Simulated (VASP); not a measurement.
Given:

```
CELL_PARAMETERS angstrom
      4.09039     0.00000     0.00000
      0.00000     4.09039     0.00000
      0.00000     0.00000     6.51175
ATOMIC_POSITIONS crystal
  Cu 0.50000 0.50000 0.00000
  Cu 0.00000 0.00000 0.00000
  I  0.50000 0.00000 0.25886
  I  0.00000 0.50000 0.74114
```

Computed with r2SCAN meta-GGA with spin-orbit coupling, VASP's PBE PAW potentials (set 64) (plane waves; VASP). Run with 400 eV cut-off, 5×5×3 Γ-centred mesh, Gaussian smearing of 0.050 eV, potentials Cu I.

### Question
Estimate the energy per atom (σ→0), band gap (over mesh and band path) with the smallest direct gap where there is one.

### Answer

- band gap (over mesh and band path): 1.88 eV
- smallest direct gap (over mesh and band path): 1.88 eV
- energy per atom (σ→0): -17.949 eV/atom

Only differences to runs with the same potentials and settings are physical.

The structure comes from a computed database's CuI entry (P4/nmm); how it stands against other phases isn't given here. It was relaxed first.
